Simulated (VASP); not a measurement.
All values below come from PBE GGA, VASP's PBE PAW potentials (set 64) (plane waves; VASP).

The input files of a VASP run:

**KPOINTS**
```
Automatic mesh
0
Gamma
7 7 7
0 0 0
```

**POSCAR**
```
ZnSe
1
    0.0000000000     2.8350000000     2.8350000000
    2.8350000000     0.0000000000     2.8350000000
    2.8350000000     2.8350000000     0.0000000000
Zn Se
1 1
Direct
  0.0000000000   0.0000000000   0.0000000000
  0.2500000000   0.2500000000   0.2500000000
```

**INCAR**
```
! general
SYSTEM  = ZnSe
PREC    = Accurate
ENCUT   = 400   ! plane-wave cut-off (eV)
LREAL   = F   ! projection in real space or not
LASPH   = T   ! aspherical one-centre terms
ISYM    = -1

! electronic loop
EDIFF   = 1E-6   ! SCF stop (eV)
NELM    = 100   ! most electronic steps
ALGO    = Normal
LMAXMIX = 4   ! l cut-off of mixed one-centre charges

! smearing
ISMEAR  = 0   ! Gaussian
SIGMA   = 0.05   ! width (eV)

! functional
GGA     = PE   ! PBE

! ions
ISIF    = 2   ! forces and stress, cell fixed

! output
LWAVE   = F
LCHARG  = F
```

POTCAR, in this order: Zn Se (PBE.64 set). Program: vasp_std.

Output of the run:

File OSZICAR:
```
       N       E                     dE             d eps       ncg     rms          rms(c)
DAV:   1     0.776840692750E+02    0.77684E+02   -0.78149E+03  8918   0.131E+03
DAV:   2    -0.146690632174E+01   -0.79151E+02   -0.75633E+02  9823   0.248E+02
DAV:   3    -0.626513220198E+01   -0.47982E+01   -0.47800E+01 10758   0.636E+01
DAV:   4    -0.630684583912E+01   -0.41714E-01   -0.41707E-01  9908   0.645E+00
DAV:   5    -0.630707655495E+01   -0.23072E-03   -0.23071E-03 10653   0.448E-01    0.495E+00
DAV:   6    -0.603532155769E+01    0.27175E+00   -0.69155E-01 13267   0.291E+01    0.374E+00
DAV:   7    -0.601793007721E+01    0.17391E-01   -0.19492E-01  9763   0.443E+00    0.156E+00
DAV:   8    -0.601810229606E+01   -0.17222E-03   -0.42523E-03 11426   0.671E-01    0.475E-01
DAV:   9    -0.601834789198E+01   -0.24560E-03   -0.11288E-03  9823   0.296E-01    0.683E-02
DAV:  10    -0.601843544741E+01   -0.87555E-04   -0.13902E-04  9966   0.112E-01    0.180E-02
DAV:  11    -0.601844875022E+01   -0.13303E-04   -0.31314E-05 10016   0.555E-02    0.594E-03
DAV:  12    -0.601845007384E+01   -0.13236E-05   -0.37448E-06 10493   0.193E-02    0.420E-03
DAV:  13    -0.601845007447E+01   -0.63324E-09   -0.60896E-07  6454   0.864E-03
   1 F= -.60184501E+01 E0= -.60184501E+01  d E =-.148882E-11
```

OUTCAR:
```
------------------------ aborting loop because EDIFF is reached ----------------------------------------
  FORCE on cell =-STRESS in cart. coord.  units (eV):
  Direction    XX          YY          ZZ          XY          YZ          ZX
  --------------------------------------------------------------------------------------
  Total        0.5796016      0.5796009      0.5796014      0.0000772      0.0000764      0.0000768
  in kB       20.3775045     20.3774795     20.3774950      0.0027129      0.0026878      0.0027001
  external PRESSURE =      20.3774930 kB  Pullay stress =       0.0000000 kB
  volume of cell :       45.57
      direct lattice vectors                 reciprocal lattice vectors
     0.000000000  2.835000000  2.835000000    -0.176366843  0.176366843  0.176366843
     2.835000000  0.000000000  2.835000000     0.176366843 -0.176366843  0.176366843
     2.835000000  2.835000000  0.000000000     0.176366843  0.176366843 -0.176366843
  FREE ENERGIE OF THE ION-ELECTRON SYSTEM (eV)
  ---------------------------------------------------
  free  energy   TOTEN  =        -6.0184500745 eV

  energy  without entropy=       -6.0184500745  energy(sigma->0) =       -6.01845007
```
(Selected blocks of OUTCAR.)

The compound is ZnSe in the zinc blende structure. The cell was not relaxed at this level. The run is one of a series of settings (ISYM = -1 against the base run), some of them coarse on purpose.
